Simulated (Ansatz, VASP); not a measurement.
# Cross-check of Al2O3 (Corundum) between VASP and Ansatz, part 2 of 3

Wanted: the spread between two codes on one cell, functional and k mesh. The cell is taken from a series of runs on this material, whose earlier steps may have relaxed, scaled, displaced or heated it; both programs get it as it stands.

VASP 6.6.1 and Ansatz 0.2.0.

So far: Set-up; VASP: zone-centre phonons, LDA.

### Step 2. VASP: zone-centre phonons, LDA (continued)

Level of this step: LDA; plane waves and PAW (O, Al) (VASP).

From OUTCAR (step 2):

```text
ion  position               nearest neighbor table
   1  0.557  0.943  0.250-   9 1.78  10 1.78   7 1.89   8 1.89
   2  0.250  0.557  0.943-   9 1.78  10 1.78   8 1.89   7 1.89
   3  0.943  0.250  0.557-  10 1.78   9 1.78   7 1.89   8 1.89
   4  0.443  0.057  0.750-   7 1.78   8 1.78   9 1.89  10 1.89
   5  0.750  0.443  0.057-   7 1.78   8 1.78  10 1.89   9 1.89
   6  0.057  0.750  0.443-   8 1.78   7 1.78   9 1.89  10 1.89
   7  0.352  0.352  0.352-   5 1.78   6 1.78   4 1.78   3 1.89   1 1.89   2 1.89   8 2.53   9 2.68
                             9 2.68   9 2.68   8 3.09   8 3.09   8 3.09  10 3.35  10 3.35  10 3.35
   8  0.148  0.148  0.148-   6 1.78   5 1.78   4 1.78   2 1.89   1 1.89   3 1.89   7 2.53  10 2.68
                            10 2.68  10 2.68   7 3.09   7 3.09   7 3.09   9 3.35   9 3.35   9 3.35
   9  0.648  0.648  0.648-   2 1.78   3 1.78   1 1.78   6 1.89   4 1.89   5 1.89  10 2.53   7 2.68
                             7 2.68   7 2.68  10 3.09  10 3.09  10 3.09   8 3.35   8 3.35   8 3.35
  10  0.852  0.852  0.852-   3 1.78   2 1.78   1 1.78   5 1.89   4 1.89   6 1.89   9 2.53   8 2.68
                             8 2.68   8 2.68   9 3.09   9 3.09   9 3.09   7 3.35   7 3.35   7 3.35

  LATTYP: Found a trigonal (rhomboedric) cell.
 ALAT       =     4.9078031931
 COS(alpha) =     0.5661963612

 Subroutine GETGRP returns: Found 12 space group operations
 (whereof  6 operations were pure point group operations)

The static configuration has the point symmetry S_6 .
 The point group associated with its full space group is D_3d.

 Found     32 irreducible k-points:

   k-points           NKPTS =     32   k-points in BZ     NKDIM =     32   number of bands    NBANDS=     34

   dimension x,y,z NGX =    40 NGY =   40 NGZ =   40
   dimension x,y,z NGXF=    80 NGYF=   80 NGZF=   80

   ENCUT  =  600.0 eV  44.10 Ry    6.64 a.u.   9.80  9.80  9.80*2*pi/ulx,y,z

   NELECT =      48.0000    total number of electrons

 k-points in reciprocal lattice and weights: Automatic mesh
   0.00000000  0.00000000  0.00000000       0.005
   0.16666667  0.00000000 -0.00000000       0.028
   0.33333333  0.00000000 -0.00000000       0.028
   0.50000000  0.00000000 -0.00000000       0.014
   0.16666667  0.16666667 -0.00000000       0.028
   0.33333333  0.16666667 -0.00000000       0.056
   0.50000000  0.16666667 -0.00000000       0.056
  -0.33333333  0.16666667  0.00000000       0.056
  -0.16666667  0.16666667  0.00000000       0.028
[...]
-0.33333333  0.50000000  0.33333333       0.028
   0.50000000  0.50000000  0.50000000       0.005

 average (electrostatic) potential at core
       1 -66.7832       2 -66.7832       3 -66.7832       4 -66.7832       5 -66.7832
       6 -66.7832       7 -67.7289       8 -67.7289       9 -67.7289      10 -67.7289

   2 f  =   26.977310 THz   169.503435 2PiTHz  899.866186 cm-1   111.569137 meV
             X         Y         Z           dx          dy          dz
     -0.882301  1.319648  7.240993    -0.158954   -0.000010    0.000008
     -0.701698 -1.423919  7.240993     0.252622    0.237627    0.290982
      1.583999  0.104271  7.240993     0.252634   -0.237626   -0.290990
      0.882301 -1.319648  5.172138     0.158954    0.000010   -0.000008
      0.701698  1.423919  5.172138    -0.252622   -0.237627   -0.290982
     -1.583999 -0.104271  5.172138    -0.252634    0.237626    0.290990
      0.000000  0.000000  4.366327     0.121943    0.132426   -0.000000
      0.000000  0.000000  1.840239     0.121936   -0.132432    0.000000
      0.000000  0.000000  8.046805    -0.121943   -0.132426    0.000000
      0.000000  0.000000 10.572892    -0.121936    0.132432   -0.000000

   3 f  =   26.145590 THz   164.277588 2PiTHz  872.123014 cm-1   108.129424 meV
             X         Y         Z           dx          dy          dz
     -0.882301  1.319648  7.240993     0.000000   -0.247636    0.319522
     -0.701698 -1.423919  7.240993     0.214459    0.123818    0.319522
      1.583999  0.104271  7.240993    -0.214459    0.123818    0.319522
      0.882301 -1.319648  5.172138     0.000000    0.247636   -0.319522
      0.701698  1.423919  5.172138    -0.214459   -0.123818   -0.319522
     -1.583999 -0.104271  5.172138     0.214459   -0.123818   -0.319522
      0.000000  0.000000  4.366327    -0.000000    0.000000    0.069805
      0.000000  0.000000  1.840239     0.000000    0.000000    0.069805
      0.000000  0.000000  8.046805     0.000000   -0.000000   -0.069805
      0.000000  0.000000 10.572892    -0.000000   -0.000000   -0.069805

   4 f  =   23.436123 THz   147.253501 2PiTHz  781.744902 cm-1    96.923971 meV
             X         Y         Z           dx          dy          dz
     -0.882301  1.319648  7.240993     0.393916   -0.000000   -0.000000
     -0.701698 -1.423919  7.240993    -0.196958    0.341141   -0.000000
      1.583999  0.104271  7.240993    -0.196958   -0.341141    0.000000
      0.882301 -1.319648  5.172138     0.393916   -0.000000    0.000000
      0.701698  1.423919  5.172138    -0.196958    0.341141   -0.000000
     -1.583999 -0.104271  5.172138    -0.196958   -0.341141    0.000000
      0.000000  0.000000  4.366327     0.000000    0.000000   -0.131321
      0.000000  0.000000  1.840239     0.000000   -0.000000    0.131321
      0.000000  0.000000  8.046805     0.000000    0.000000   -0.131321
      0.000000  0.000000 10.572892     0.000000   -0.000000    0.131321

   5 f  =   22.931689 THz   144.084050 2PiTHz  764.918803 cm-1    94.837802 meV
             X         Y         Z           dx          dy          dz
     -0.882301  1.319648  7.240993    -0.379867    0.000000   -0.000000
     -0.701698 -1.423919  7.240993     0.189933   -0.328974   -0.000000
      1.583999  0.104271  7.240993     0.189933    0.328974    0.000000
      0.882301 -1.319648  5.172138     0.379867    0.000000   -0.000000
      0.701698  1.423919  5.172138    -0.189933    0.328974    0.000000
     -1.583999 -0.104271  5.172138    -0.189933   -0.328974   -0.000000
      0.000000  0.000000  4.366327    -0.000000   -0.000000   -0.183171
      0.000000  0.000000  1.840239    -0.000000    0.000000    0.183171
      0.000000  0.000000  8.046805     0.000000    0.000000    0.183171
      0.000000  0.000000 10.572892     0.000000   -0.000000   -0.183171

   6 f  =   22.759647 THz   143.003080 2PiTHz  759.180110 cm-1    94.126295 meV
             X         Y         Z           dx          dy          dz
     -0.882301  1.319648  7.240993    -0.000000    0.450599   -0.201900
     -0.701698 -1.423919  7.240993     0.260092    0.000109    0.100951
      1.583999  0.104271  7.240993    -0.260090    0.000107    0.100950
      0.882301 -1.319648  5.172138    -0.000000    0.450599   -0.201900
      0.701698  1.423919  5.172138     0.260092    0.000109    0.100951
     -1.583999 -0.104271  5.172138    -0.260090    0.000107    0.100950
      0.000000  0.000000  4.366327     0.141945   -0.173526    0.000000
      0.000000  0.000000  1.840239    -0.141947   -0.173525    0.000000
      0.000000  0.000000  8.046805     0.141945   -0.173526    0.000000
      0.000000  0.000000 10.572892    -0.141947   -0.173525    0.000000

   7 f  =   22.759647 THz   143.003080 2PiTHz  759.180110 cm-1    94.126295 meV
             X         Y         Z           dx          dy          dz
     -0.882301  1.319648  7.240993     0.150056    0.000001   -0.000001
     -0.701698 -1.423919  7.240993    -0.300435   -0.260091   -0.174851
      1.583999  0.104271  7.240993    -0.300436    0.260091    0.174851
      0.882301 -1.319648  5.172138     0.150056    0.000001   -0.000001
      0.701698  1.423919  5.172138    -0.300435   -0.260091   -0.174851
     -1.583999 -0.104271  5.172138    -0.300436    0.260091    0.174851
      0.000000  0.000000  4.366327     0.173526    0.141945    0.000000
      0.000000  0.000000  1.840239     0.173525   -0.141947   -0.000000
      0.000000  0.000000  8.046805     0.173526    0.141945    0.000000
      0.000000  0.000000 10.572892     0.173525   -0.141947   -0.000000

   8 f  =   21.969275 THz   138.037024 2PiTHz  732.816124 cm-1    90.857579 meV
             X         Y         Z           dx          dy          dz
     -0.882301  1.319648  7.240993    -0.000000    0.311817   -0.191670
     -0.701698 -1.423919  7.240993    -0.270041   -0.155908   -0.191670
      1.583999  0.104271  7.240993     0.270041   -0.155908   -0.191670
      0.882301 -1.319648  5.172138     0.000000    0.311817   -0.191670
      0.701698  1.423919  5.172138    -0.270041   -0.155908   -0.191670
     -1.583999 -0.104271  5.172138     0.270041   -0.155908   -0.191670
      0.000000  0.000000  4.366327    -0.000000   -0.000000    0.221471
      0.000000  0.000000  1.840239     0.000000   -0.000000    0.221471
      0.000000  0.000000  8.046805    -0.000000   -0.000000    0.221471
      0.000000  0.000000 10.572892     0.000000   -0.000000    0.221471

   9 f  =   21.134317 THz   132.790828 2PiTHz  704.964921 cm-1    87.404471 meV
             X         Y         Z           dx          dy          dz
     -0.882301  1.319648  7.240993    -0.435470   -0.000000   -0.000002
     -0.701698 -1.423919  7.240993    -0.075148    0.208036   -0.217003
      1.583999  0.104271  7.240993    -0.075144   -0.208031    0.217005
      0.882301 -1.319648  5.172138    -0.435470   -0.000000   -0.000002
      0.701698  1.423919  5.172138    -0.075148    0.208036   -0.217003
     -1.583999 -0.104271  5.172138    -0.075144   -0.208031    0.217005
      0.000000  0.000000  4.366327     0.225643   -0.090844    0.000000
      0.000000  0.000000  1.840239     0.225645    0.090841   -0.000000
      0.000000  0.000000  8.046805     0.225643   -0.090844    0.000000
      0.000000  0.000000 10.572892     0.225645    0.090841   -0.000000
    [... 271 further lines ...]
      0.000000  0.000000  8.046805     0.242831    0.270796    0.000000
      0.000000  0.000000 10.572892     0.242755    0.270865    0.000000

 MACROSCOPIC STATIC DIELECTRIC TENSOR IONIC CONTRIBUTION
 ------------------------------------------------------
           4.301200     0.000000     0.000000
           0.000000     4.301200    -0.000000
           0.000000    -0.000000     5.847885
 ------------------------------------------------------

 ELASTIC MODULI CONTR FROM IONIC RELAXATION (kBar)
 Direction    XX          YY          ZZ          XY          YZ          ZX
 --------------------------------------------------------------------------------
 XX        -774.5479    363.8026    285.2059      0.0000     63.9983     -0.0000
 YY         363.8026   -774.5479    285.2059     -0.0000    -63.9983      0.0000
 ZZ         285.2059    285.2059   -435.8909     -0.0000      0.0000     -0.0000
 XY           0.0000     -0.0000     -0.0000   -569.1873     -0.0000     59.6516
 YZ          63.9983    -63.9983      0.0000     -0.0000   -343.1811      0.0000
 ZX          -0.0000      0.0000      0.0000     59.6516      0.0000   -338.8022
 --------------------------------------------------------------------------------

 PIEZOELECTRIC TENSOR IONIC CONTR  for field in x, y, z        (C/m^2)
          XX          YY          ZZ          XY          YZ          ZX
  --------------------------------------------------------------------------------
  x    -0.00000     0.00000    -0.00000    -0.00000    -0.00000    -0.00000
  y     0.00000    -0.00000     0.00000     0.00000    -0.00000     0.00000
  z    -0.00000     0.00000    -0.00000     0.00000     0.00000    -0.00000
```

[end of part 2 of 3]

[Lines on the potential files, build, host, timing and source positions are cut from VASP's logs without a mark.]

[Logs are printed without paths, hosts, clocks, repeated set-up lines and the standing remarks that a program may print on its own settings, such as how far it seeks lower states.]

[Hosts, paths, dates, database ids (printed as entryN), source tags and the programs' standing remarks are cut or masked in the printed files.]
